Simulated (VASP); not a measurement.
Here is the system:

```xyz
2
Lattice="0.0000 2.3137 2.3137 2.3137 0.0000 2.3137 2.3137 2.3137 0.0000" Properties=species:S:1:pos:R:3 pbc="T T T"
Hf     0.0000     0.0000     0.0000
N      2.3137     2.3137     2.3137
```

Level of theory: PW91 GGA, VASP's PBE PAW potentials (set 64) (plane waves; VASP 6.6.1). Settings: 520 eV cut-off, 14×14×14 Γ-centred mesh, first-order Methfessel-Paxton smearing of 0.10 eV, potentials Hf_pv N.

Unless said otherwise, spin-orbit coupling is left out, though it shifts the bands of the heavy elements here.

Q: What does the run give for the energy per atom (σ→0), pressure, band gap (on the k-mesh) with the smallest direct gap where there is one?

A: 
```json
{
 "band gap (on the k-mesh)": "none (metal, semimetal or under 0.01 eV)",
 "energy per atom (σ→0)": "-10.863 eV/atom",
 "pressure": "-13.90 GPa"
}
```

The compound is HfN in the rock salt structure. This cell is one point of a volume scan, at 1.06 of the reference volume. The electron count is odd and the run is not spin-polarised, which forces a metal.
